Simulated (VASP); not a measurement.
**Be (relaxed from the bcc structure, space group Im-3m): computed properties**

Level of theory: r2SCAN meta-GGA, VASP's PBE PAW potentials (set 64) (plane waves; VASP).

For Be, the space group is Im-3m (229), the cell is a = b = c = 2.501 Å, α = β = γ = 90.00° and the volume per atom is 7.83 Å^3/atom. The band gap (over mesh and band path) is none (metal, semimetal or under 0.01 eV). The Hill bulk modulus is 126 GPa and the Hill shear modulus comes out as 115 GPa. The Poisson's ratio comes out as 0.150, the density is 1.91 g/cm³ and the C11 comes out as 201 GPa. The C12 is 88.2 GPa. The C44 is 184 GPa.

```
CELL_PARAMETERS angstrom
     -1.25070     1.25070     1.25070
      1.25070    -1.25070     1.25070
      1.25070     1.25070    -1.25070
ATOMIC_POSITIONS crystal
  Be 0.00000 0.00000 0.00000
```

Finite-difference elastic constants of metals are sensitive to mesh and smearing; shear constants can be off by tens of GPa.

The structure was generated: Be was put into the bcc type (Im-3m), which need not be its known phase. It was relaxed first. Symmetry was kept, so distortions that lower it aren't found.
